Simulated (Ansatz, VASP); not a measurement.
# Al23Ga8N32 (V_Al hop (3.1 A)) in two plane-wave programs, part 2 of 2

One calculation is typed for both programs; each brings its own data sets. How far apart do they land? The Ansatz run is a path of several images between two structures; VASP solves its first image, and the two are compared there.

VASP 6.6.1 and Ansatz 0.2.0.

So far: Set-up; Ansatz: path of images, PBEsol.

### 3. VASP: single point, PBEsol

Level of this step: PBEsol; plane waves and PAW (Al, Ga_d, N) (VASP).

The same cell, functional and mesh now go to VASP, with its own data sets.

Lines of VASP's logs that name or quote its potential files are left out, and so is its time.

Input file INCAR:

```
SYSTEM = Al23Ga8N32
PREC = Accurate
ENCUT = 520
EDIFF = 1E-06
NELM = 120
ISMEAR = 0
SIGMA = 0.01
LREAL = Auto
ALGO = Normal
GGA = PS
NELECT = 336
NBANDS = 212
LORBIT = 11
LWAVE = .FALSE.
LCHARG = .FALSE.
ISIF = 2
ISYM = 0
LASPH = .TRUE.
GGA_COMPAT = .FALSE.
EFERMI = MIDGAP
```

Input file POSCAR:

```
Al23Ga8N32
1.0
   10.0869203595      0.0000000000      0.0002527838
    5.0434601797      6.2601045214      0.0001263919
   -0.0064481587      0.0000000000     10.8360190400
Al Ga N
23 8 32
Direct
    0.1232253278      0.2511315897      0.0833167703
    0.3754019582      0.7497280571      0.0844049223
    0.1270228286      0.7503020092      0.4205016659
    0.3755590415      0.2510129016      0.4185250434
    0.0000331635      0.0006217149      0.1658011034
    0.2506545767      0.4994911809      0.1658820920
    0.1296086817      0.2441877759      0.5860238294
    0.1256832942      0.7501801262      0.9156060335
    0.3743881584      0.2488047915      0.9157025174
    0.0026956248      0.9972252859      0.6631959249
    0.2500330786      0.5031633241      0.6631257451
    0.6245995357      0.2484391426      0.0833875160
    0.8746868632      0.7497146388      0.0832261490
    0.6226926925      0.7500304482      0.4192354017
    0.8762853982      0.2492934415      0.4185023083
    0.4975804129      0.9998789158      0.1673832639
    0.7475982023      0.5000381366      0.1673281315
    0.6241310866      0.2551802441      0.5860532317
    0.8824744100      0.7497207090      0.5830555615
    0.6243906635      0.7501801262      0.9167718616
    0.8727985541      0.2516422840      0.9156636333
    0.4988042730      0.9982620098      0.6646071868
    0.7474552325      0.5015837977      0.6645792733
    0.2521263170      0.9954083834      0.3372194007
    0.4978725056      0.5042474913      0.3372212987
    0.2516176065      0.9980966771      0.8282091977
    0.5001595772      0.5014315638      0.8281352365
    0.7487976170      0.0007808176      0.3335758828
    0.0001102028      0.4983622860      0.3336318611
    0.7496013326      0.0018191390      0.8318186088
    0.0017173558      0.4976958435      0.8317658768
    0.0540458173      0.0009836896      0.3317310721
    0.3048966830      0.4998387789      0.3318059647
    0.1855554325      0.7501339609      0.0832222867
    0.4354400001      0.2487146971      0.0834771044
    0.1878226264      0.2514394120      0.4198929261
    0.4448045730      0.7500489782      0.4025115445
    0.0609901080      0.5006501072      0.1627196573
    0.3076823555      0.0034802933      0.1613075592
    0.0539419759      0.0015403896      0.8337742058
    0.3053441340      0.4990988552      0.8337517402
    0.1624073613      0.7504908239      0.5832215749
    0.4380434341      0.2498546142      0.5821865638
    0.1860232774      0.2515905277      0.9228668887
    0.4369478724      0.7499609605      0.9217563868
    0.0600822223      0.4994721716      0.6640035105
    0.3072325278      0.0244901662      0.6721636622
    0.5552539561      0.0027788673      0.3325819451
    0.8080136080      0.4975779541      0.3325772910
    0.6850618613      0.7501494558      0.0845737730
    0.9340111772      0.2515624132      0.0833373491
    0.6889487770      0.2487108633      0.4197757860
    0.9363513825      0.7498759779      0.4153835011
    0.5615868073      0.4961388407      0.1612688503
    0.8117631207      0.9989051301      0.1626847398
    0.5580559151      0.9986636006      0.8347335002
    0.8065319656      0.5019074345      0.8347909552
    0.6910406625      0.7499754970      0.5827529005
    0.9380504839      0.2501223414      0.5821186027
    0.6874818546      0.2483926578      0.9229292403
    0.9379972365      0.7499499384      0.9207392553
    0.5829735181      0.4743109304      0.6722444523
    0.8093606716      0.0002865767      0.6640616211
```

Input file KPOINTS:

```
Points of the shifted mesh
1
Reciprocal
 0.2500000000  0.2500000000  0.2500000000 1
```

The projector-augmented-wave data sets are Al, Ga_d and N (PBE family, release 64).

The run is started by

```bash
$ export OMP_NUM_THREADS=3
$ mpirun -np 1 vasp_std
```

Numbers of over 12 decimals in the logs are rounded to 6 here.

The program printed:

```text
[banner, memory and clock lines left out]
running    1 mpi-ranks, on    1 nodes
[...]
Offloading initialized ...    1 GPUs detected
[...]
|                                                                             |
|               ----> ADVICE to this user running VASP <----                  |
|                                                                             |
|     You enforced a specific xc type in the INCAR file but a different       |
|     [... a line on the potential file left out ...]
|     I HOPE YOU KNOW WHAT YOU ARE DOING!                                     |
|                                                                             |

 LDA part: xc-table for (Slater+PW92), standard interpolation
 POSCAR, INCAR and KPOINTS ok, starting setup
[...]
entering main loop
       N       E                     dE             d eps       ncg     rms          rms(c)
DAV:   1     0.475643686275E+04    0.47564E+04   -0.12610E+05   432   0.201E+03
DAV:   2     0.846310103082E+03   -0.39101E+04   -0.36495E+04   448   0.601E+02
DAV:   3    -0.374935794213E+03   -0.12212E+04   -0.11385E+04   580   0.247E+02
DAV:   4    -0.511052367780E+03   -0.13612E+03   -0.13415E+03   564   0.900E+01
DAV:   5    -0.520974766442E+03   -0.99224E+01   -0.98675E+01   664   0.266E+01BRMIX: very serious problems
 the old and the new charge density differ
 old charge density:   333.00000 new  336.00000
    0.464E+01
DAV:   6    -0.447127705686E+03    0.73847E+02   -0.27474E+02   744   0.618E+01    0.157E+01
DAV:   7    -0.448542800257E+03   -0.14151E+01   -0.31544E+01   536   0.135E+01    0.111E+01
DAV:   8    -0.448025384365E+03    0.51742E+00   -0.42983E+00   648   0.112E+01    0.298E+00
DAV:   9    -0.447838728613E+03    0.18666E+00   -0.77981E-01   704   0.638E+00    0.133E+00
[...]
DAV:  17    -0.447841597242E+03    0.16779E-05   -0.49575E-05   680   0.301E-02    0.754E-03
DAV:  18    -0.447841598081E+03   -0.83889E-06   -0.13267E-05   416   0.137E-02    0.553E-03
DAV:  19    -0.447841597951E+03    0.13018E-06   -0.95656E-07   280   0.978E-03
   1 F= -.44784160E+03 E0= -.44784160E+03  d E =0.000000E+00
```

Parts of OUTCAR (step 3):

```text
  Total       35.8939205     32.8226447     32.7615216      0.8274273      0.0703868      0.2299324
  in kB       84.0468686     76.8553690     76.7122470      1.9374499      0.1648132      0.5383947
  external PRESSURE =      79.2048282 kB  Pullay stress =       0.0000000 kB

 POSITION                                       TOTAL-FORCE (eV/Angst)
 -----------------------------------------------------------------------------------
      2.50900      1.57211      0.90288         0.004534      0.000988      0.006203
      7.56733      4.69338      0.91480        -0.003301      0.002381      0.011674
      5.06268      4.69697      4.55669         0.001439     -0.000339     -0.016430
      5.05151      1.57137      4.53527        -0.002046     -0.003711     -0.000643
      0.00240      0.00389      1.79662         0.000212      0.001827     -0.003466
      5.04643      3.12687      1.79763        -0.000394     -0.000746     -0.003279
      2.53512      1.52864      6.35023        -0.007724      0.013200     -0.012105
      5.04536      4.69621      9.92165        -0.006494      0.000362      0.001523
      5.02536      1.55754      9.92270         0.002960     -0.003798     -0.000333
      5.05238      6.24273      7.18653        -0.002156      0.016117      0.006496
      5.05547      3.14986      7.18577         0.001151     -0.014064      0.006941
      7.55274      1.55525      0.90378        -0.000664     -0.000811      0.006734
     12.60352      4.69329      0.90216        -0.000492     -0.000840     -0.000153
     10.06110      4.69527      4.54309         0.011300     -0.000094      0.006994
[...]
-----------------------------------------------------------------------------------
    total drift:                                0.024158      0.005390      0.005689

  FREE ENERGIE OF THE ION-ELECTRON SYSTEM (eV)
  ---------------------------------------------------
  free  energy   TOTEN  =      -447.8415979505 eV

  energy  without entropy=     -447.8415979505  energy(sigma->0) =     -447.84159795

[... 2 further parts left out ...]
[key lines of the parts left out:]
E-fermi :   8.1728
```

The run ends at a pressure of 7.92 GPa, with forces up to 0.056 eV/Å.

### 4. Differences

Known differences besides the potentials themselves: fixed occupations in Ansatz, narrow Gaussian smearing in VASP; the cutoff is 420 eV in Ansatz and 520 eV in VASP (PREC = Accurate, projectors in real space); Ansatz makes its cores anew for this functional, VASP keeps those of its PBE data sets. Total energies have different zeros and are not compared.

At this near-relaxed geometry the largest component of a force difference is 41 meV/Å. The cell carries a charge of -3 e against a uniform background, so its pressure also hangs on how the neutralising background is counted, and in a defect's cell a gap may be the spacing between its levels.

### 5. Results

| Property | Result |
| --- | --- |
| r.m.s. force difference (single point, PBEsol) | 9.7 meV/Å |

In words: The r.m.s. force difference is 9.7 meV/Å (single point, PBEsol), within the 12 meV/Å picked in this series as the mark of a large difference. 4 further runs of this series are not shown here. Such differences can come from data sets, numerical settings and the points named under the comparisons, not from the functional's error against experiment.

[Lines on the potential files, build, host, timing and source positions are cut from VASP's logs without a mark.]

[Logs are printed without paths, hosts, clocks, repeated set-up lines and the standing remarks that a program may print on its own settings, such as how far it seeks lower states.]

[Hosts, paths, dates, database ids (printed as entryN), source tags and the programs' standing remarks are cut or masked in the printed files.]
